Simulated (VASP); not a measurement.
The input files of a VASP run:

**KPOINTS**
```
Regular mesh
0
Gamma
2 2 2
0 0 0
```

### INCAR
```
SYSTEM = BaO
PREC = Accurate
ENCUT = 400
EDIFF = 1E-6
NELM = 100
ALGO = Normal
LREAL = .FALSE.
LASPH = .TRUE.
ISMEAR = 0
SIGMA = 0.01
GGA = PE
AEXX = 0.25
HFRCUT = -1
LHFCALC = .TRUE.
PRECFOCK = Fast
ISYM = 3
LMAXMIX = 4
LWAVE = .FALSE.
LCHARG = .FALSE.
ISIF = 2
```

**POSCAR**
```
BaO
1
    0.0000000000     2.7903900000     2.7903900000
    2.7903900000     0.0000000000     2.7903900000
    2.7903900000     2.7903900000     0.0000000000
Ba O
1 1
Direct
 -0.0135470000   0.0251560000   0.0099600000
  0.5135470000   0.4748440000   0.4900400000
```

POTCAR, in this order: Ba_sv O (PBE.64 set). Program: vasp_std.

Task: Translate this PBE0 calculation to Quantum ESPRESSO's pw.x.

Result: One equivalent input (not run):
```
&CONTROL
  calculation = 'scf'
  pseudo_dir = './pseudo'
  outdir = './out'
  tprnfor = .true.
  tstress = .false.
/
&SYSTEM
  ibrav = 0
  nat = 2
  ntyp = 2
  ecutwfc = 84
  occupations = 'smearing'
  smearing = 'gaussian'
  degauss = 0.000735
  input_dft = 'pbe0'
  nqx1 = 2
  nqx2 = 2
  nqx3 = 2
/
&ELECTRONS
  conv_thr = 7.3e-08
  electron_maxstep = 100
/
ATOMIC_SPECIES
  Ba 137.327 Ba.upf
  O 15.999 O.upf
CELL_PARAMETERS angstrom
     0.0000000    2.7903900    2.7903900
     2.7903900    0.0000000    2.7903900
     2.7903900    2.7903900    0.0000000
ATOMIC_POSITIONS crystal
  Ba  -0.0135470  0.0251560  0.0099600
  O    0.5135470  0.4748440  0.4900400
K_POINTS automatic
  2 2 2 0 0 0
```
Limits of the translation: the potentials are each code's own (VASP's PAW set, PseudoDojo norm-conserving files in pw.x), so ENCUT and ecutwfc are chosen apart and not converted; conv_thr bounds pw.x's estimated SCF error, while EDIFF bounds the energy change between steps; the singularity of exact exchange is treated differently by default.

The structure comes from a computed database's BaO entry; how it stands against other phases isn't given here. The cell was not relaxed at this level, atoms are displaced from their ideal sites. The k-mesh is coarse (spacing up to 0.98 per Å, 2π included), so the numbers may not be converged in it. The run is one of a series of settings (KPOINTS 2×2×2 Γ-centred mesh against the base run), some of them coarse on purpose.
